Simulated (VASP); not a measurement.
Here is a VASP 6.6.1 calculation.

Contents of INCAR:

```
ALGO = Normal ; EDIFF = 1E-7
ENCUT = 520 ; GGA = PE
ISIF = 2 ; ISMEAR = -1
LASPH = T ; LCHARG = T
LELF = T ; LREAL = F
LVHAR = T ; LWAVE = F
NBANDS = 37 ; NELM = 100
PREC = Accurate ; SIGMA = 0.05
```

Contents of KPOINTS:

```
k-points
0
Gamma
  9 9 3
```

POSCAR

```
TiOs2
1.0
    3.0219258000      0.0000000000      0.0000000000
    0.0000000000      3.0219258000      0.0000000000
    0.0000000000      0.0000000000      9.1458031700
Ti Os
2 4
Direct
    0.0000000000      0.5000000000      0.6478056900
    0.5000000000      0.0000000000      0.3521943100
    0.5000000000      0.0000000000      0.7668342600
    0.0000000000      0.5000000000      0.2331657400
    0.0000000000      0.5000000000      0.9256590600
    0.5000000000      0.0000000000      0.0743409400
```

Potentials or basis: VASP PAW PBE potentials, release 64 (Ti_sv, Os).

Launch:

```sh
$ cat potpaw_PBE.64/Ti_sv/POTCAR potpaw_PBE.64/Os/POTCAR > POTCAR
$ mpirun -np 1 vasp_std > vasp.out
```

What does it give for the band gap on the k mesh?

None (metal or under the smearing width).

Predict the largest force.

5.740 eV/Å.

Stress tensor (GPa, compression positive):
```
66.66  0.00  0.00
 0.00 66.66  0.00
 0.00  0.00 59.43
```

Caveat: a pressure of tens of GPa on the cell as given is suspect, and the run, the potentials or the cell itself is likely at fault; forces of over 1 eV/Å show positions far from the minimum, so gaps and moduli don't describe the material at rest. The run has no spin-orbit coupling, so splittings on Os are missing.
